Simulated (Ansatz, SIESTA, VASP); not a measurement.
One calculation of Mo3Ru3C2, 3 ways

```
Ru Mo C
1.0
     2.90927    0.00000    0.00000
    -1.45463    2.51950    0.00000
     0.00000    0.00000   13.88332
Ru Mo C
3 3 2
Cartesian
  0.0000 1.6797 4.8034
  0.0000 0.0000 6.9417
  1.4546 0.8398 9.0799
  0.0000 1.6797 11.2748
  0.0000 0.0000 0.0000
  1.4546 0.8398 2.6085
  1.4546 0.8398 12.5113
  0.0000 1.6797 1.3721
```

The cell comes from a database or a generator and needn't be the stable form of this composition.

Alike in all runs: task single point; functional PBE; k mesh 10 × 10 × 2; occupations fermi-dirac, width 0.05 eV; no spin polarisation; no spin-orbit coupling. Pressure is positive in compression and, in plane waves, holds the error of the finite cutoff, which Ansatz's Pulay term estimates and takes out.

```tsv
program and potentials	plane-wave cutoff (eV)	notes	pressure (GPa)	largest force (eV/Å)
Ansatz, Ansatz PAW	420	12.25 valence electrons an atom on average; Pulay term of +0.15 GPa included	-2.66	0.075
VASP, PBE PAW files C, Mo_sv, Ru_pv, 520 eV	520	11.5 valence electrons an atom on average	?	?
SIESTA, files PseudoDojo sr-pbe-0.4.1-standard, DZP (energy shift 0.003 Ry; two zetas on semicore shells)	-	atomic basis; 12.25 valence electrons an atom on average	1.14	0.264
```

Estimate from the other rows what the run with VASP, PBE PAW files C, Mo_sv, Ru_pv, 520 eV gave.

Pressure -2.38 GPa; largest force 0.095 eV/Å. The other rows, which needn't bracket it: pressure -2.66 to 1.14; largest force 0.075 to 0.264.
